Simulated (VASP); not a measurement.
# Be3CdO4 in VASP: a series of runs, part 2 of 2

VASP 6.6.1.

### 4 Relaxation of cell and atoms, PBE

This run uses another cell than the first one, of 12.11 Å³/atom, 1.030 times its volume.

INCAR reads:

```
SYSTEM = Be3CdO4
  ALGO = Fast
  EDIFF = 1E-4
  EDIFFG = -0.08
  ENCUT = 520
  GGA = PE
  IBRION = 2
  ISIF = 3
  ISMEAR = 0
  KPAR = 4
  LASPH = .TRUE.
  LCHARG = .FALSE.
  LREAL = .FALSE.
  LWAVE = .FALSE.
  NELM = 60
  NSW = 24
  PREC = Normal
  SIGMA = 0.15
```

KPOINTS reads:

```
k-points
0
G
  4 4 2
  0 0 0
```

POSCAR reads:

```
Be3CdO4
1.0
    3.7305584800      0.0000000000      0.0000000000
   -1.8652792400      3.2307584100      0.0000000000
    0.0000000000      0.0000000000      8.0388716700
Be Cd O
3 1 4
Direct
    0.0000000000      0.0000000000      0.8421226600
    0.0000000000      0.0000000000      0.1578773400
    0.0000000000      0.0000000000      0.0000000000
    0.0000000000      0.0000000000      0.5000000000
    0.3333333300      0.6666666700      0.7562847800
    0.6666666700      0.3333333300      0.7562847800
    0.6666666700      0.3333333300      0.2437152200
    0.3333333300      0.6666666700      0.2437152200
```

Potentials or basis: VASP PAW PBE potentials, release 64 (Be, Cd, O).

Run with:

```console
$ cat potpaw_PBE.64/Be/POTCAR potpaw_PBE.64/Cd/POTCAR potpaw_PBE.64/O/POTCAR > POTCAR
$ mpirun -np 4 vasp_std > vasp.out
```

OUTCAR:

```text
SYSTEM = Be3CdO4
   EDIFF = 1E-4
   EDIFFG = -0.08
   ENCUT = 520
   GGA = PE
   IBRION = 2
   ISIF = 3
   ISMEAR = 0
   LASPH = .TRUE.
   LREAL = .FALSE.
   NELM = 60
   NSW = 24
   PREC = Normal

 ion  position               nearest neighbor table
   1  0.000  0.000  0.842-   3 1.27   4 2.75
   2  0.000  0.000  0.158-   3 1.27   4 2.75
   3  0.000  0.000  0.000-   1 1.27   2 1.27
   4  0.000  0.000  0.500-   1 2.75   2 2.75
   5  0.333  0.667  0.756-
   6  0.667  0.333  0.756-
   7  0.667  0.333  0.244-
   8  0.333  0.667  0.244-

  LATTYP: Found a hexagonal cell.
 ALAT       =     3.7305584800
 C/A-ratio  =     2.1548708359

  Lattice vectors:

 A1 = (   3.7305584800,   0.0000000000,   0.0000000000)
 A2 = (  -1.8652792400,   3.2307584100,   0.0000000000)
 A3 = (   0.0000000000,   0.0000000000,   8.0388716700)

Analysis of symmetry for initial positions (statically):
=====================================================================
 Subroutine PRICEL returns:
 Original cell was already a primitive cell.

 Routine SETGRP: Setting up the symmetry group for a
 hexagonal supercell.

 Subroutine GETGRP returns: Found 24 space group operations
 (whereof 24 operations were pure point group operations)
 out of a pool of 24 trial point group operations.

The static configuration has the point symmetry D_6h.

Analysis of symmetry for dynamics (positions and initial velocities):
=====================================================================
 Subroutine PRICEL returns:
 Original cell was already a primitive cell.

 Routine SETGRP: Setting up the symmetry group for a
 hexagonal supercell.

 Subroutine GETGRP returns: Found 24 space group operations
 (whereof 24 operations were pure point group operations)
 out of a pool of 24 trial point group operations.

The dynamic configuration has the point symmetry D_6h.
[... 126 lines left out ...]
 non-spin polarized calculation
 RMM-DIIS sequential band-by-band and
 Gauss-broadening in eV      SIGMA  =   0.15
  energy-cutoff  :      520.00
  volume of cell :       96.89
 maximum number of plane-waves:      2632
   NGX = 13   NGY = 13   NGZ = 29

--------------------------------------- Ionic step        1  -------------------------------------------

 number of electron      42.0000000 magnetization

 Free energy of the ion-electron system (eV)
  ---------------------------------------------------
  ext. energy  EPLUGINS =         0.00000000
  ---------------------------------------------------
  free energy    TOTEN  =       -14.05452507 eV

  energy without entropy =      -13.99784979  energy(sigma->0) =      -14.02618743

------------------------ aborting loop because EDIFF is reached ----------------------------------------

  FORCE on cell =-STRESS in cart. coord.  units (eV):
  Direction    XX          YY          ZZ          XY          YZ          ZX
  --------------------------------------------------------------------------------------
  -------------------------------------------------------------------------------------
  Total       -9.2852512     -9.2852511     47.6202940      0.0000000      0.0000000      0.0000000
  in kB     -153.5432775   -153.5432772    787.4613065      0.0000000      0.0000000      0.0000000
  external PRESSURE =     160.1249173 kB  Pullay stress =       0.0000000 kB
[... 107 lines left out ...]
  FREE ENERGIE OF THE ION-ELECTRON SYSTEM (eV)
  ---------------------------------------------------
  free  energy   TOTEN  =       -27.1392585041 eV

  energy  without entropy=      -27.0277697637  energy(sigma->0) =      -27.08351413

 E-fermi :   2.4156     XC(G=0): -10.0580

 val. band max:        2.3884495203   @ k =   0.2500   0.0000   0.0000
 cond. band min:       2.4208541066   @ k =   0.2500   0.0000   0.0000
 fundamental gap:      0.0324045863
 Fermi energy:         2.4156261784

 k-point     1 :       0.0000    0.0000    0.0000
  band No.  band energies     occupation
      1     -17.6162      2.00000
      2     -17.5946      2.00000
      3     -12.0646      2.00000
      4     -12.0624      2.00000
      5      -6.3054      2.00000
      6      -5.7831      2.00000
[... 221 lines left out ...]
     25       4.4410      0.00000
     26       5.9315      0.00000

[... ionic steps 4 to 13 ...]

--------------------------------------- Ionic step       14  -------------------------------------------

 number of electron      42.0000035 magnetization

------------------------ aborting loop because EDIFF is reached ----------------------------------------
[... 79 lines left out ...]
--------------------------------------- Ionic step       16  -------------------------------------------

 number of electron      42.0000084 magnetization

 Free energy of the ion-electron system (eV)
  ---------------------------------------------------
  ext. energy  EPLUGINS =         0.00000000
  ---------------------------------------------------
  free energy    TOTEN  =       -27.74993340 eV

  energy without entropy =      -27.63674568  energy(sigma->0) =      -27.69333954

 E-fermi :   2.1475     XC(G=0):  -9.8351

 val. band max:        2.1439273877   @ k =   0.2500   0.0000   0.0000
 cond. band min:       2.1477197652   @ k =   0.0000   0.0000   0.0000
 fundamental gap:      0.0037923775
 Fermi energy:         2.1474818862

 k-point     1 :       0.0000    0.0000    0.0000
  band No.  band energies     occupation
      1     -18.1714      2.00000
      2     -18.1643      2.00000
      3     -12.2077      2.00000
      4     -12.2077      2.00000
      5      -6.3509      2.00000
      6      -5.9979      2.00000
[... 256 lines left out ...]
  FREE ENERGIE OF THE ION-ELECTRON SYSTEM (eV)
  ---------------------------------------------------
  free  energy   TOTEN  =       -27.7499333987 eV

  energy  without entropy=      -27.6367456838  energy(sigma->0) =      -27.69333954

 reached required accuracy - stopping structural energy minimisation
```

Run time: 36 s. Hardware: 4 MPI ranks of AMD EPYC 9R45 (Zen 5), shared host; peak memory 0.15 GiB.

What came out:

- Free energy: -27.7499 eV
- Relaxed volume: 12.39 Å³/atom
- Relaxed cell: a = 3.388 Å, b = 3.388 Å, c = 9.972 Å, α = 90.00°, β = 90.00°, γ = 120.00°
- Space group after relaxing (to 0.05 Å): P6/mmm (No. 191)
- Energy gained by relaxing: 1711.9 meV/atom
- Ionic steps: 16
- Pressure after relaxing: 0.1 GPa
- Largest force after relaxing: 0.070 eV/Å
- Band gap on the k mesh: none (metal or under the smearing width)

Forces in eV/Å, atoms in the order of the input:
```
Be   0.000  0.000  0.020
Be   0.000  0.000 -0.020
Be   0.000  0.000  0.000
Cd   0.000  0.000  0.000
O    0.000  0.000  0.070
O    0.000  0.000  0.070
O    0.000  0.000 -0.070
O    0.000  0.000 -0.070
```

Stress tensor (GPa, compression positive):
```
 0.63  0.00  0.00
 0.00  0.63  0.00
 0.00  0.00 -0.96
```

The path:
```csv
step,energy change (eV),largest force (eV/Å),pressure (GPa),volume (Å³)
1,0.0000,23.7152,16.01,96.89
2,-10.6422,5.5153,-5.68,111.14
3,-13.0847,0.8498,-6.28,104.98
4,-13.0938,0.7681,-6.66,104.83
5,-12.9565,0.7197,-6.02,102.91
6,-13.1015,0.5588,-6.47,104.45
7,-13.1025,0.4616,-6.56,104.31
8,-13.4674,0.3387,0.00,97.34
9,-13.5028,0.2992,2.47,95.08
10,-13.5042,0.2922,2.95,94.59
11,-13.6050,0.1809,1.89,96.03
12,-13.6913,0.0610,-0.22,99.43
13,-13.6962,0.0863,0.37,98.57
14,-13.6968,0.0814,0.30,98.74
15,-13.6969,0.0804,0.43,98.82
16,-13.6954,0.0698,0.10,99.13
```

Final structure:
```yaml
crystal:
  lattice:
    - [3.38802, 0.00000, 0.00000]
    - [-1.69401, 2.93411, 0.00000]
    - [0.00000, 0.00000, 9.97163]
  atoms:
    - { symbol: Be, position: [0.00000, 0.00000, 0.76534] }
    - { symbol: Be, position: [0.00000, 0.00000, 0.23466] }
    - { symbol: Be, position: [0.00000, 0.00000, 0.00000] }
    - { symbol: Cd, position: [0.00000, 0.00000, 0.50000] }
    - { symbol: O, position: [0.33333, 0.66667, 0.76464] }
    - { symbol: O, position: [0.66667, 0.33333, 0.76464] }
    - { symbol: O, position: [0.66667, 0.33333, 0.23536] }
    - { symbol: O, position: [0.33333, 0.66667, 0.23536] }
```

Caveat: the k mesh is coarse (spacing up to 0.49 Å⁻¹), so the values aren't converged; the relaxation stopped at a loose force limit of 0.08 eV/Å, so its end isn't a converged minimum.

### 5 Relaxation of cell and atoms, PBE

This run uses another cell than the first one, of 9.94 Å³/atom, 0.845 times its volume.

INCAR is that of step 4.

KPOINTS reads:

```
k-points
0
G
  5 5 5
  0 0 0
```

POSCAR reads:

```
Be3CdO4
1.0
   -2.1491072300      2.1491072300      4.3023651200
    2.1491072300     -2.1491072300      4.3023651200
    2.1491072300      2.1491072300     -4.3023651200
Be Cd O
3 1 4
Direct
    0.5000000000      0.5000000000      0.0000000000
    0.7500000000      0.2500000000      0.5000000000
    0.2500000000      0.7500000000      0.5000000000
    0.0000000000      0.0000000000      0.0000000000
    0.0000000000      0.5000000000      0.5000000000
    0.5000000000      0.0000000000      0.5000000000
    0.2510977100      0.2510977100      0.0000000000
    0.7489022900      0.7489022900      0.0000000000
```

Run with:

```console
$ cat potpaw_PBE.64/Be/POTCAR potpaw_PBE.64/Cd/POTCAR potpaw_PBE.64/O/POTCAR > POTCAR
$ mpirun -np 4 vasp_std > vasp.out
```

Run time: 73 s. Hardware: 4 MPI ranks of AMD EPYC 9R45 (Zen 5), shared host; peak memory 0.16 GiB.

The run converged. Its results:

| Property | Result |
| --- | --- |
| Free energy | -44.0517 eV |
| Relaxed volume | 9.30 Å³/atom |
| Relaxed cell | a = 4.787 Å, b = 4.787 Å, c = 4.787 Å, α = 122.50°, β = 122.50°, γ = 85.73° |
| Space group after relaxing (to 0.05 Å) | I4/mmm (No. 139) |
| Energy gained by relaxing | 326.4 meV/atom |
| Ionic steps | 22 |
| Pressure after relaxing | 0.6 GPa |
| Largest force after relaxing | 0.078 eV/Å |
| Band gap on the k mesh | 2.59 eV, indirect (least direct gap 2.95 eV) |

Forces in eV/Å, atoms in the order of the input:
```
Be   0.000  0.000  0.000
Be   0.000  0.000  0.000
Be   0.000  0.000  0.000
Cd   0.000  0.000  0.000
O    0.000  0.000  0.000
O    0.000  0.000  0.000
O    0.000  0.000  0.078
O    0.000  0.000 -0.078
```

Stress tensor (GPa, compression positive):
```
0.51 0.00 0.00
0.00 0.51 0.00
0.00 0.00 0.65
```

Step by step:
```tsv
step	energy change (eV)	largest force (eV/Å)	pressure (GPa)	volume (Å³)
1	0.0000	3.1675	-15.03	79.48
2	-1.3570	2.3302	1.15	69.23
3	-1.4445	1.6576	12.83	65.35
4	-1.8140	2.3408	11.96	65.76
5	-1.8850	0.9190	11.12	65.67
6	-2.2763	0.1299	-4.40	71.35
7	-2.2853	0.0407	-7.41	72.68
8	-2.5486	0.4298	0.13	71.65
9	-2.5628	0.5555	2.59	71.37
10	-2.5628	0.5757	3.08	71.33
11	-2.5953	0.4843	2.36	72.98
12	-2.5960	0.3358	2.41	72.77
13	-2.6057	0.0578	-2.34	74.99
14	-2.6085	0.0653	-0.50	74.27
15	-2.6085	0.0702	-0.56	74.22
16	-2.6053	0.2014	1.02	73.49
17	-2.6085	0.0865	0.14	74.14
18	-2.6085	0.0803	-0.33	74.19
19	-2.6101	0.1187	0.12	74.25
20	-2.6101	0.1438	0.23	74.25
21	-2.6109	0.1010	0.43	74.37
22	-2.6112	0.0783	0.56	74.42
```

Final structure:
```yaml
crystal:
  lattice:
    - [-2.30269, 2.30269, 3.50900]
    - [2.30269, -2.30269, 3.50900]
    - [2.30269, 2.30269, -3.50900]
  atoms:
    - { symbol: Be, position: [0.50000, 0.50000, 0.00000] }
    - { symbol: Be, position: [0.75000, 0.25000, 0.50000] }
    - { symbol: Be, position: [0.25000, 0.75000, 0.50000] }
    - { symbol: Cd, position: [0.00000, 0.00000, 0.00000] }
    - { symbol: O, position: [0.00000, 0.50000, 0.50000] }
    - { symbol: O, position: [0.50000, 0.00000, 0.50000] }
    - { symbol: O, position: [0.29047, 0.29047, 0.00000] }
    - { symbol: O, position: [0.70953, 0.70953, 0.00000] }
```

Levels at points of the mesh, in eV from the valence-band top:
| k point | band 19 | band 20 | band 21 | band 22 | band 23 | band 24 |
| --- | --- | --- | --- | --- | --- | --- |
| (0.00, 0.00, 0.00) | -2.57 | -0.36 | -0.36 | 2.59 | 6.99 | 7.83 |

Caveat: an odd mesh through Γ misses points on the zone boundary, where band edges often lie; the relaxation stopped at a loose force limit of 0.08 eV/Å, so its end isn't a converged minimum.

### 6 Overview

```csv
k mesh,mesh quality,gap on the mesh (eV),pressure (GPa),relaxed volume (Å³/atom),largest force (eV/Å)
3 × 3 × 3,coarse,none,-0.4,10.17,-
4 × 4 × 3,coarse,0.15,0.6,-,0.01
4 × 4 × 2,coarse,none,0.1,12.39,0.07
5 × 5 × 5,not flagged,2.59,0.6,-,0.08
```

Alike in all rows: task relaxation of cell and atoms; level PBE; potentials or basis VASP PAW PBE potentials, release 64 (Be, Cd, O); no spin polarisation; cell relaxed; cutoff (eV) 520; smearing gaussian 0.15 eV.

Caveats: some runs use coarse meshes; the relaxation stopped at a loose force limit of 0.08 eV/Å, so its end isn't a converged minimum; an odd mesh through Γ misses points on the zone boundary, where band edges often lie (some runs).

Absolute energies hang on the potentials; compare differences alone.
